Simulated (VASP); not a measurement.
# Ga2SiS (P4/mmm) in VASP: further runs

The runs below take Ga2SiS through single point, relaxation of cell and atoms, with PBE.

All numbers are computed with VASP 6.6.1; they aren't measurements. Logs are shortened: lines on timing, memory, paths and dates and some standing lists are left out, and cuts for length are marked.

## (1) The cell of the first run

Symmetry: P4/mmm, No. 123, tetragonal system. Conventional cell: a = 3.781 Å, b = 3.781 Å, c = 5.215 Å, α = 90.00°, β = 90.00°, γ = 90.00°. Ga (site symmetry mmm) is surrounded by 4 Ga at 2.67 Å. Around Si (site symmetry 4/mmm) lie 4 S at 2.67 Å. Around S (site symmetry 4/mmm) lie 4 Si at 2.67 Å.

The cell was built by a generator and needn't be a form met in nature.

## (2) Single point, PBE (species swapped into the TiAgHg2 type (P4/mmm, No. 123))

File INCAR:

```
SYSTEM = Ga2SiS
PREC = Accurate
ENCUT = 520
EDIFF = 1E-6
ISMEAR = 0
SIGMA = 0.1
LREAL = .False.
LASPH = .True.
NELM = 100
ALGO = Fast
ISIF = 2
LWAVE = .False.
LCHARG = .False.
GGA = PE
NBANDS = 26
```

File KPOINTS:

```
regular mesh
0
Gamma
  4 4 4
  0 0 0
```

File POSCAR:

```
Ga2SiS
1.0
    3.7814874962      0.0000000000      0.0000000000
    0.0000000000      3.7814874962      0.0000000000
    0.0000000000      0.0000000000      5.2146298240
Ga Si S
2 1 1
Direct
    0.0000000000      0.5000000000      0.5000000000
    0.5000000000      0.0000000000      0.5000000000
    0.5000000000      0.5000000000      0.0000000000
    0.0000000000      0.0000000000      0.0000000000
```

Potentials or basis: VASP PAW PBE potentials, release 64 (Ga_d, Si, S).

On the command line:

```sh
cat potpaw_PBE.64/Ga_d/POTCAR potpaw_PBE.64/Si/POTCAR potpaw_PBE.64/S/POTCAR > POTCAR
mpirun -np 1 vasp_std > vasp.out
```

OUTCAR:

```text
SYSTEM = Ga2SiS
   PREC = Accurate
   ENCUT = 520
   EDIFF = 1E-6
   ISMEAR = 0
   LREAL = .False.
   LASPH = .True.
   NELM = 100
   ISIF = 2
   GGA = PE

 ion  position               nearest neighbor table
   1  0.000  0.500  0.500-   2 2.67   2 2.67   2 2.67   2 2.67
   2  0.500  0.000  0.500-   1 2.67   1 2.67   1 2.67   1 2.67
   3  0.500  0.500  0.000-   4 2.67   4 2.67   4 2.67   4 2.67
   4  0.000  0.000  0.000-   3 2.67   3 2.67   3 2.67   3 2.67

  LATTYP: Found a simple tetragonal cell.
 ALAT       =     3.7814874962
 C/A-ratio  =     1.3789890431

  Lattice vectors:

 A1 = (   3.7814874962,   0.0000000000,   0.0000000000)
 A2 = (   0.0000000000,   3.7814874962,   0.0000000000)
 A3 = (   0.0000000000,   0.0000000000,   5.2146298240)

Analysis of symmetry for initial positions (statically):
=====================================================================
 Subroutine PRICEL returns:
 Original cell was already a primitive cell.

 Routine SETGRP: Setting up the symmetry group for a
 simple tetragonal supercell.

 Subroutine GETGRP returns: Found 16 space group operations
 (whereof 16 operations were pure point group operations)
 out of a pool of 16 trial point group operations.

The static configuration has the point symmetry D_4h.

Analysis of symmetry for dynamics (positions and initial velocities):
=====================================================================
 Subroutine PRICEL returns:
 Original cell was already a primitive cell.

 Routine SETGRP: Setting up the symmetry group for a
 simple tetragonal supercell.

 Subroutine GETGRP returns: Found 16 space group operations
 (whereof 16 operations were pure point group operations)
 out of a pool of 16 trial point group operations.

The dynamic configuration has the point symmetry D_4h.

 Subroutine INISYM returns: Found 16 space group operations
 (whereof 16 operations are pure point group operations),
 and found     1 'primitive' translations

----------------------------------------------------------------------------------------

                                     Primitive cell

  volume of cell :      74.5674

  direct lattice vectors                    reciprocal lattice vectors
     3.781487496  0.000000000  0.000000000     0.264446200  0.000000000  0.000000000
     0.000000000  3.781487496  0.000000000     0.000000000  0.264446200  0.000000000
     0.000000000  0.000000000  5.214629824     0.000000000  0.000000000  0.191768166

  length of vectors
     3.781487496  3.781487496  5.214629824     0.264446200  0.264446200  0.191768166

  position of ions in fractional coordinates (direct lattice)
     0.000000000  0.500000000  0.500000000
     0.500000000  0.000000000  0.500000000
     0.500000000  0.500000000  0.000000000
     0.000000000  0.000000000  0.000000000

  ion indices of the primitive-cell ions
   primitive index   ion index
                 1           1
                 2           2
                 3           3
                 4           4

----------------------------------------------------------------------------------------

 KPOINTS: regular mesh

Automatic generation of k-mesh.
 Grid dimensions read from file:
 generate k-points for:    4    4    4

 Generating k-lattice:

  Cartesian coordinates                     Fractional coordinates (reciprocal lattice)
     0.066111550  0.000000000  0.000000000     0.250000000  0.000000000  0.000000000
     0.000000000  0.066111550  0.000000000     0.000000000  0.250000000  0.000000000
     0.000000000  0.000000000  0.047942042     0.000000000  0.000000000  0.250000000

  Length of vectors
     0.066111550  0.066111550  0.047942042

  Shift w.r.t. Gamma in fractional coordinates (k-lattice)
     0.000000000  0.000000000  0.000000000

 Subroutine IBZKPT returns following result:
 ===========================================

 Found     18 irreducible k-points:

 Following reciprocal coordinates:
            Coordinates               Weight
  0.000000  0.000000  0.000000      1.000000
  0.250000  0.000000  0.000000      4.000000
  0.500000  0.000000  0.000000      2.000000
  0.250000  0.250000  0.000000      4.000000
  0.500000  0.250000  0.000000      4.000000
  0.500000  0.500000  0.000000      1.000000
[... 10 lines left out ...]
  0.500000  0.250000  0.500000      4.000000
  0.500000  0.500000  0.500000      1.000000
   k-points           NKPTS =     18   k-points in BZ     NKDIM =     18   number of bands    NBANDS=     26
   number of dos      NEDOS =    301   number of ions     NIONS =      4
   total plane-waves  NPLWV =  31360
   dimension x,y,z NGX =    28 NGY =   28 NGZ =   40
   dimension x,y,z NGXF=    56 NGYF=   56 NGZF=   80
   ions per type =               2   1   1
   NGX,Y,Z   is equivalent  to a cutoff of  12.31, 12.31, 12.75 a.u.
   NGXF,Y,Z  is equivalent  to a cutoff of  24.62, 24.62, 25.50 a.u.
 SYSTEM =  Ga2SiS
   PREC   = accura    normal or accurate (medium, high low for compatibility)
   ISTART =      0    job   : 0-new  1-cont  2-samecut
   ICHARG =      2    charge: 1-file 2-atom 10-const
   ISPIN  =      1    spin polarized calculation?
   LNONCOLLINEAR =      F non collinear calculations
   LSORBIT =      F    spin-orbit coupling
   LASPH  =      T    aspherical Exc in radial PAW
   ENCUT  =  520.0 eV  38.22 Ry    6.18 a.u.   7.03  7.03  9.70*2*pi/ulx,y,z
   NELM   =    100;   NELMIN=  2; NELMDL= -5     # of ELM steps
   EDIFF  = 0.1E-05   stopping-criterion for ELM
   LREAL  =      F    real-space projection
   EDIFFG = 0.1E-04   stopping-criterion for IOM
   NSW    =      0    number of steps for IOM
   IBRION =     -1    ionic relax: 0-MD 1-quasi-New 2-CG
   NFREE  =      0    steps in history (QN), initial steepest desc. (CG)
   ISIF   =      2    stress and relaxation
   ISYM   =      2    0-nonsym 1-usesym 2-fastsym
   POTIM  = 0.5000    time-step for ionic-motion
   TEBEG  =    0.0;   TEEND  =   0.0 temperature during run
   PSTRESS=    0.0 pullay stress
   NELECT =      36.0000    total number of electrons
   NUPDOWN=      -1.0000    fix difference up-down
   EMIN   =  10.00;   EMAX   =-10.00  energy-range for DOS
   EFERMI =   0.00;   METHOD = LEGACY
   ISMEAR =     0;   SIGMA  =   0.10  broadening in eV -4-tet -1-fermi 0-gaus
   EFERMI_NEDOS =   21; number of points for ismear=-14 and -15
   IALGO  =     68    algorithm
   IMIX   =      4    mixing-type and parameters
     AMIX     =   0.40;   BMIX     =  1.00
     AMIX_MAG =   1.60;   BMIX_MAG =  1.00
  volume/ion in A,a.u.               =      18.64       125.80
  Fermi-wavevector in a.u.,A,eV,Ry     =   1.284279  2.426935 22.441077  1.649373
  Thomas-Fermi vector in A             =   2.416482
   LORBIT       =      0    0 simple, 1 ext, 2 COOP (PROOUT), +10 PAW based schemes
   GGA     = PE    functional components
   LHFCALC =     F    Hartree Fock is set to
   AEXX    =    0.0000 exact exchange contribution
   IVDW    =     0    specifies the selected vdW correction
   LEPSILON=     F    determine dielectric tensor
   LRPA    =     F    only Hartree local field effects (RPA)
 non-spin polarized calculation
 RMM-DIIS sequential band-by-band and
 Gauss-broadening in eV      SIGMA  =   0.10
  energy-cutoff  :      520.00
  volume of cell :       74.57
 maximum number of plane-waves:      2028
   NGX = 15   NGY = 15   NGZ = 19

 number of electron      36.0000013 magnetization

 Free energy of the ion-electron system (eV)
  ---------------------------------------------------
  ext. energy  EPLUGINS =         0.00000000
  ---------------------------------------------------
  free energy    TOTEN  =       -14.34118195 eV

  energy without entropy =      -14.33643980  energy(sigma->0) =      -14.33881087

 E-fermi :   6.3737     XC(G=0): -10.6232

 val. band max:        6.3445435902   @ k =   0.0000   0.0000   0.5000
 cond. band min:       6.4756707804   @ k =   0.5000   0.0000   0.0000
 fundamental gap:      0.1311271902
 Fermi energy:         6.3737057023

 k-point     1 :       0.0000    0.0000    0.0000
  band No.  band energies     occupation
      1      -9.1015      2.00000
      2      -8.9820      2.00000
      3      -8.9585      2.00000
      4      -8.8369      2.00000
      5      -8.8369      2.00000
      6      -8.6562      2.00000
[... 18 lines left out ...]
     25      11.9858      0.00000
     26      12.5995      0.00000

 k-point     2 :       0.2500    0.0000    0.0000
  band No.  band energies     occupation
      1      -9.0115      2.00000
      2      -8.9166      2.00000
      3      -8.8909      2.00000
      4      -8.8199      2.00000
      5      -8.8102      2.00000
      6      -8.6930      2.00000
[... 18 lines left out ...]
     25      12.7673      0.00000
     26      13.2488      0.00000

 k-point     3 :       0.5000    0.0000    0.0000
  band No.  band energies     occupation
      1      -8.7933      2.00000
      2      -8.7933      2.00000
      3      -8.7763      2.00000
      4      -8.7760      2.00000
      5      -8.7721      2.00000
      6      -8.7603      2.00000
[... 18 lines left out ...]
     25      12.2247      0.00000
     26      12.4679      0.00000

 k-point     4 :       0.2500    0.2500    0.0000
  band No.  band energies     occupation
      1      -9.0152      2.00000
      2      -8.8610      2.00000
      3      -8.8374      2.00000
      4      -8.8067      2.00000
      5      -8.7730      2.00000
      6      -8.7642      2.00000
[... 18 lines left out ...]
     25      12.2792      0.00000
     26      15.9915      0.00000
[... 322 lines left out ...]
      1      -9.0141      2.00000
      2      -8.8716      2.00000
      3      -8.8338      2.00000
      4      -8.7959      2.00000
      5      -8.7931      2.00000
      6      -8.7625      2.00000
[... 18 lines left out ...]
     25      13.2799      0.00000
     26      14.5532      0.00000

 k-point    17 :       0.5000    0.2500    0.5000
  band No.  band energies     occupation
      1      -8.9188      2.00000
      2      -8.9182      2.00000
      3      -8.8688      2.00000
      4      -8.8585      2.00000
      5      -8.7115      2.00000
      6      -8.7104      2.00000
[... 18 lines left out ...]
     25      14.6231      0.00000
     26      15.0267      0.00000

 k-point    18 :       0.5000    0.5000    0.5000
  band No.  band energies     occupation
      1      -8.9786      2.00000
      2      -8.9786      2.00000
      3      -8.9102      2.00000
      4      -8.8978      2.00000
      5      -8.6934      2.00000
      6      -8.6934      2.00000
[... 18 lines left out ...]
     25      13.3695      0.00000
     26      13.4454      0.00000

------------------------ aborting loop because EDIFF is reached ----------------------------------------

  FORCE on cell =-STRESS in cart. coord.  units (eV):
  Direction    XX          YY          ZZ          XY          YZ          ZX
  --------------------------------------------------------------------------------------
  -------------------------------------------------------------------------------------
  Total        0.0370314      0.0370314     -0.0191941      0.0000000      0.0000000      0.0000000
  in kB        0.7956688      0.7956688     -0.4124111      0.0000000      0.0000000      0.0000000
  external PRESSURE =       0.3929755 kB  Pullay stress =       0.0000000 kB

 VOLUME and BASIS-vectors are now :
 -----------------------------------------------------------------------------
  energy-cutoff  :      520.00
  volume of cell :       74.57
      direct lattice vectors                 reciprocal lattice vectors
     3.781487496  0.000000000  0.000000000     0.264446200  0.000000000  0.000000000
     0.000000000  3.781487496  0.000000000     0.000000000  0.264446200  0.000000000
     0.000000000  0.000000000  5.214629824     0.000000000  0.000000000  0.191768166

 POSITION                                       TOTAL-FORCE (eV/Angst)
 -----------------------------------------------------------------------------------
      0.00000      1.89074      2.60731         0.000000      0.000000      0.000000
      1.89074      0.00000      2.60731         0.000000      0.000000      0.000000
      1.89074      1.89074      0.00000         0.000000      0.000000      0.000000
      0.00000      0.00000      0.00000         0.000000      0.000000      0.000000
 -----------------------------------------------------------------------------------
    total drift:                                0.000000      0.000000      0.000000

  FREE ENERGIE OF THE ION-ELECTRON SYSTEM (eV)
  ---------------------------------------------------
  free  energy   TOTEN  =       -14.3411819464 eV

  energy  without entropy=      -14.3364397978  energy(sigma->0) =      -14.33881087
```

Wall time 49 s (1 thread of AMD EPYC 7R43 (Zen 3), shared host); peak memory 0.15 GiB.

What came out:

| Item | Value |
| --- | --- |
| Free energy | -14.3412 eV |
| Pressure | 0.0 GPa |
| Band gap on the k mesh | none (metal or under the smearing width) |

Stress tensor (GPa, compression positive):
```
 0.08  0.00  0.00
 0.00  0.08  0.00
 0.00  0.00 -0.04
```

Levels at points of the mesh, in eV from the Fermi level:
| k point | band 14 | band 15 | band 16 | band 17 | band 18 | band 19 | band 20 | band 21 | band 22 | band 23 |
| --- | --- | --- | --- | --- | --- | --- | --- | --- | --- | --- |
| (0.00, 0.00, 0.00) | -4.98 | -4.11 | -4.11 | -0.31 | 0.60 | 0.90 | 0.90 | 4.79 | 4.79 | 4.87 |
| (0.50, 0.00, 0.00) | -5.25 | -4.05 | -2.96 | -2.49 | -0.39 | 0.10 | 0.26 | 3.71 | 3.93 | 4.45 |
| (0.50, 0.50, 0.00) | -7.01 | -3.12 | -3.12 | -2.98 | -2.79 | -2.08 | -0.39 | 0.50 | 0.50 | 6.11 |
| (0.00, 0.00, 0.50) | -3.87 | -3.87 | -2.06 | -0.03 | -0.03 | 0.44 | 0.66 | 1.21 | 1.80 | 4.67 |
| (0.50, 0.00, 0.50) | -7.40 | -2.85 | -1.29 | -0.61 | -0.26 | 0.57 | 1.73 | 2.92 | 3.05 | 3.05 |
| (0.50, 0.50, 0.50) | -6.39 | -4.96 | -4.94 | -4.94 | -4.39 | 0.38 | 3.43 | 3.79 | 3.79 | 6.87 |

Caveat: the k mesh is coarse (spacing up to 0.42 Å⁻¹), so the values aren't converged.

## (3) Relaxation of cell and atoms, PBE (species swapped into the TiAgHg2 type (P4/mmm, No. 123))

File INCAR:

```
SYSTEM = Ga2SiS
ALGO = Normal ; EDIFF = 1E-7
EDIFFG = -0.04 ; ENCUT = 600
GGA = PE ; IBRION = 2
ISIF = 3 ; ISMEAR = 0
LASPH = .TRUE. ; LCHARG = .FALSE.
LREAL = .FALSE. ; LWAVE = .FALSE.
NELM = 100 ; NSW = 90
PREC = Accurate ; SIGMA = 0.1
```

File KPOINTS:

```
k-points
0
G
  4 4 4
  0 0 0
```

File POSCAR:

```
Ga2SiS
1.0
    3.9750213400      0.0000000000      0.0000000000
    0.0000000000      3.9750213400      0.0000000000
    0.0000000000      0.0000000000      3.8888159100
Ga Si S
2 1 1
Direct
    0.0000000000      0.5000000000      0.5000000000
    0.5000000000      0.0000000000      0.5000000000
    0.5000000000      0.5000000000      0.0000000000
    0.0000000000      0.0000000000      0.0000000000
```

Potentials or basis: VASP PAW PBE potentials, release 64 (Ga_d, Si, S).

On the command line:

```sh
cat potpaw_PBE.64/Ga_d/POTCAR potpaw_PBE.64/Si/POTCAR potpaw_PBE.64/S/POTCAR > POTCAR
mpirun -np 1 vasp_std > vasp.out
```

Run time: 6.6 min. Hardware: 1 thread of AMD EPYC 7R43 (Zen 3), shared host; peak memory 0.17 GiB.

Results (log left out):

```yaml
Free_energy: -14.3318 eV
Relaxed_volume: 18.63 Å³/atom
Relaxed_cell: a = 3.784 Å, b = 3.784 Å, c = 5.203 Å, α = 90.00°, β = 90.00°, γ = 90.00°
Space_group_after_relaxing_to_0.05_Å: P4/mmm (No. 123)
Energy_gained_by_relaxing: 186.3 meV/atom
Ionic_steps: 16
Pressure_after_relaxing: 0.0 GPa
Band_gap_on_the_k_mesh: none (metal or under the smearing width)
```

Step by step:
```csv
step,energy change (eV),largest force (eV/Å),pressure (GPa),volume (Å³)
1,0.0000,0.0000,14.70,61.45
2,-0.5073,0.0000,-0.20,74.86
3,-0.5075,0.0000,0.00,74.53
4,-0.5201,0.0000,-0.09,74.69
5,-0.5452,0.0000,-0.11,75.04
6,-0.5833,0.0000,-0.45,75.53
7,-0.6679,0.0000,-0.97,75.79
8,-0.5585,0.0000,2.76,73.68
9,-0.7427,0.0000,-0.57,75.45
10,-0.7424,0.0000,-0.75,75.53
11,-0.7433,0.0000,-0.66,75.50
12,-0.7031,0.0000,2.96,70.97
13,-0.7449,0.0000,-0.16,74.78
14,-0.7450,0.0000,-0.11,74.71
15,-0.7445,0.0000,0.17,74.20
16,-0.7453,0.0000,-0.01,74.50
```

Final structure:
```
CELL_PARAMETERS angstrom
3.78410 0.00000 0.00000
0.00000 3.78410 0.00000
0.00000 0.00000 5.20302
ATOMIC_POSITIONS crystal
Ga 0.00000 0.50000 0.50000
Ga 0.50000 0.00000 0.50000
Si 0.50000 0.50000 0.00000
S 0.00000 0.00000 0.00000
```

Levels at points of the mesh, in eV from the Fermi level:
| k point | band 16 | band 17 | band 18 | band 19 | band 20 | band 21 |
| --- | --- | --- | --- | --- | --- | --- |
| (0.00, 0.00, 0.00) | -4.10 | -0.32 | 0.60 | 0.92 | 0.92 | 4.78 |
| (0.50, 0.00, 0.00) | -2.95 | -2.48 | -0.40 | 0.10 | 0.26 | 3.73 |
| (0.50, 0.50, 0.00) | -3.09 | -2.97 | -2.77 | -2.04 | -0.38 | 0.51 |
| (0.00, 0.00, 0.50) | -2.03 | -0.02 | -0.02 | 0.44 | 0.70 | 1.22 |
| (0.50, 0.00, 0.50) | -1.26 | -0.61 | -0.27 | 0.57 | 1.76 | 3.09 |
| (0.50, 0.50, 0.50) | -4.93 | -4.93 | -4.38 | 0.42 | 3.47 | 3.81 |

Caveat: the k mesh is coarse (spacing up to 0.40 Å⁻¹), so the values aren't converged; the volume moved by over 15 % at a fixed basis, so the end points are rough.
